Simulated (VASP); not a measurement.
Here is the system:

```
CELL_PARAMETERS angstrom
      4.67056     0.00000     0.00000
      0.00000     4.67056     0.00000
      0.00000     0.00000     4.67056
ATOMIC_POSITIONS crystal
  Cs 0.00000 0.00000 0.00000
  I  0.50000 0.50000 0.50000
```

All values below come from PBE GGA with D3 dispersion (zero damping), VASP's PBE PAW potentials (set 64) (plane waves; VASP 6.6.1). Run with 520 eV cut-off, Gaussian smearing of 0.050 eV, potentials Cs_sv I.

Unless said otherwise, spin-orbit coupling is left out, though it shifts the bands of the heavy elements here.

Problem. Give the energies of bands 6 to 11 at the high-symmetry points, in eV from the valence-band maximum.

Solution. 
```csv
band,Γ,X,M,R
6,-0.10,-1.40,-0.81,-1.15
7,-0.10,-0.21,-0.81,-1.15
8,-0.10,-0.21,0.00,-1.15
9,3.67,5.21,4.25,6.97
10,4.27,6.21,4.89,6.97
11,4.27,6.43,6.08,6.97
```

The gap is indirect, 3.67 eV, from the valence maximum at M to the conduction minimum at Γ.

Measured: gap 6.20 eV (computed value off by -2.53 eV), as given by Aguado et al., (1998), arXiv:cond-mat/9809176.

The compound is CsI in the CsCl type structure. It was relaxed first, which changed the volume by +7 %.
